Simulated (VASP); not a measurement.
Output of a VASP run:

**OSZICAR**
```
...
       N       E                     dE             d eps       ncg     rms          rms(c)
DAV:   1    -0.320812933491E+02   -0.25056E+01   -0.30872E+01  8100   0.993E+01    0.138E+01
DAV:   2    -0.298743915453E+02    0.22069E+01   -0.98584E+00  8856   0.682E+01    0.831E+00
DAV:   3    -0.296305676973E+02    0.24382E+00   -0.10108E+00  8835   0.206E+01    0.405E+00
DAV:   4    -0.295879011548E+02    0.42667E-01   -0.13232E-02  9752   0.122E+00    0.133E+00
DAV:   5    -0.295588949837E+02    0.29006E-01   -0.57287E-03 12796   0.118E+00    0.334E-01
DAV:   6    -0.295588345530E+02    0.60431E-04   -0.19398E-03  8772   0.650E-01    0.138E-01
DAV:   7    -0.295588476858E+02   -0.13133E-04   -0.49617E-05  9510   0.831E-02    0.713E-02
DAV:   8    -0.295588329371E+02    0.14749E-04   -0.25389E-06  8500   0.204E-02    0.106E-02
DAV:   9    -0.295588288240E+02    0.41132E-05   -0.62465E-07  4617   0.141E-02    0.426E-03
DAV:  10    -0.295588293774E+02   -0.55347E-06   -0.20089E-07  4253   0.694E-03
   2 F= -.29558829E+02 E0= -.29559241E+02  d E =0.169097E-01  mag=     3.1526
       N       E                     dE             d eps       ncg     rms          rms(c)
DAV:   1    -0.303433493111E+02   -0.78452E+00   -0.92506E+00  8100   0.586E+01    0.690E+00
DAV:   2    -0.297572850095E+02    0.58606E+00   -0.33879E+00  8779   0.372E+01    0.447E+00
DAV:   3    -0.296409977325E+02    0.11629E+00   -0.38853E-01  8618   0.130E+01    0.210E+00
DAV:   4    -0.296292002580E+02    0.11797E-01   -0.49734E-03  9522   0.824E-01    0.786E-01
DAV:   5    -0.296194856300E+02    0.97146E-02   -0.26799E-03 12193   0.733E-01    0.130E-01
DAV:   6    -0.296196004762E+02   -0.11485E-03   -0.16797E-04  8759   0.155E-01    0.662E-02
DAV:   7    -0.296196189742E+02   -0.18498E-04   -0.17342E-05 12637   0.678E-02    0.497E-02
DAV:   8    -0.296196323686E+02   -0.13394E-04   -0.84911E-06  9503   0.557E-02    0.114E-02
DAV:   9    -0.296196353395E+02   -0.29708E-05   -0.19218E-07  4218   0.619E-03    0.216E-03
DAV:  10    -0.296196348602E+02    0.47923E-06   -0.20152E-07  4113   0.863E-03
   3 F= -.29619635E+02 E0= -.29619588E+02  d E =-.438958E-01  mag=     3.2563
       N       E                     dE             d eps       ncg     rms          rms(c)
DAV:   1    -0.296198667888E+02   -0.23145E-03   -0.28441E-03  8121   0.999E-01    0.126E-01
DAV:   2    -0.296196619626E+02    0.20483E-03   -0.10576E-03  8751   0.680E-01    0.837E-02
DAV:   3    -0.296196334719E+02    0.28491E-04   -0.12773E-04  8583   0.235E-01    0.370E-02
DAV:   4    -0.296196317254E+02    0.17465E-05   -0.12646E-06  6357   0.148E-02    0.130E-02
DAV:   5    -0.296196337818E+02   -0.20564E-05   -0.47928E-07  4121   0.131E-02    0.226E-03
DAV:   6    -0.296196345541E+02   -0.77229E-06   -0.32739E-07  4113   0.834E-03
   4 F= -.29619635E+02 E0= -.29619597E+02  d E =-.438955E-01  mag=     3.2547
       N       E                     dE             d eps       ncg     rms          rms(c)
DAV:   1    -0.296199699130E+02   -0.33613E-03   -0.10783E-02  9073   0.910E-01    0.111E-01
DAV:   2    -0.296197562418E+02    0.21367E-03   -0.14896E-04 10867   0.196E-01    0.558E-02
DAV:   3    -0.296197007112E+02    0.55531E-04   -0.89366E-05  9579   0.102E-01    0.137E-02
DAV:   4    -0.296197031031E+02   -0.23920E-05   -0.76794E-06  9122   0.372E-02    0.390E-03
DAV:   5    -0.296197015841E+02    0.15191E-05   -0.52423E-07  4316   0.145E-02    0.286E-03
DAV:   6    -0.296197010418E+02    0.54223E-06   -0.24381E-07  4078   0.590E-03
   5 F= -.29619701E+02 E0= -.29619678E+02  d E =-.664877E-04  mag=     3.2529
```

### OUTCAR
```
------------------------ aborting loop because EDIFF is reached ----------------------------------------
  FORCE on cell =-STRESS in cart. coord.  units (eV):
  Direction    XX          YY          ZZ          XY          YZ          ZX
  --------------------------------------------------------------------------------------
  Total        0.0183675      0.0183675      0.0122438      0.0000000      0.0000000      0.0000000
  in kB        1.4000521      1.4000524      0.9332753      0.0000000      0.0000000      0.0000000
  external PRESSURE =       1.2444599 kB  Pullay stress =       0.0000000 kB
  volume of cell :       21.02
      direct lattice vectors                 reciprocal lattice vectors
     1.233307946 -2.136152248  0.000000000     0.405413751 -0.234065713 -0.000000000
     1.233307946  2.136152248 -0.000000000     0.405413751  0.234065713 -0.000000000
     0.000000000  0.000000000  3.989164425     0.000000000  0.000000000  0.250679063
 POSITION                                       TOTAL-FORCE (eV/Angst)
 -----------------------------------------------------------------------------------
      1.23331      0.71205      0.99729        -0.000000     -0.000000      0.000000
      1.23331     -0.71205      2.99187         0.000000      0.000000      0.000000
 -----------------------------------------------------------------------------------
    total drift:                               -0.000023     -0.000004     -0.000028
  FREE ENERGIE OF THE ION-ELECTRON SYSTEM (eV)
  ---------------------------------------------------
  free  energy   TOTEN  =       -29.6197010418 eV

  energy  without entropy=      -29.6196332783  energy(sigma->0) =      -29.61967845

 total charge

# of ion       s       p       d       tot
------------------------------------------
    1        0.501   0.553   7.264   8.318
    2        0.501   0.553   7.264   8.318
--------------------------------------------------
tot          1.001   1.107  14.527  16.635

 magnetization (x)

# of ion       s       p       d       tot
------------------------------------------
    1       -0.021  -0.058   1.706   1.626
    2       -0.021  -0.058   1.706   1.626
--------------------------------------------------
tot         -0.042  -0.117   3.412   3.253

 reached required accuracy - stopping structural energy minimisation
```
(Selected blocks of OUTCAR.)

### POSCAR
```
Co
1
    1.2550000000    -2.1737240000     0.0000000000
    1.2550000000     2.1737240000     0.0000000000
    0.0000000000     0.0000000000     4.0700000000
Co
2
Direct
  0.3333330000   0.6666670000   0.2500000000
  0.6666670000   0.3333330000   0.7500000000
```

**Question.** Write an INCAR and KPOINTS that could have produced this output.

**Answer.** Several could match; the one computed here: the input of the run itself, TPSS meta-GGA, plane waves, VASP's PBE PAW potentials (set 64).

KPOINTS:
```
Automatic mesh
0
Gamma
15 15 8
0 0 0
```

### INCAR
```
ALGO=Normal
EDIFF=1E-6
EDIFFG=-0.01
ENCUT=520
IBRION=2
ISIF=3
ISMEAR=1
ISPIN=2
LASPH=.TRUE.
LCHARG=.FALSE.
LMAXMIX=4
LMIXTAU=.TRUE.
LORBIT=10
LREAL=.FALSE.
LWAVE=.FALSE.
MAGMOM=2*1.8
METAGGA=TPSS
NELM=100
NSW=60
PREC=Accurate
SIGMA=0.1
SYSTEM=Co
```

POTCAR, in this order: Co (PBE.64 set). Program: vasp_std.

Energy and stress use the plane-wave basis of the starting cell.

The compound is Co in the hcp structure. This run relaxes it. Symmetry was kept, so distortions that lower it aren't found.
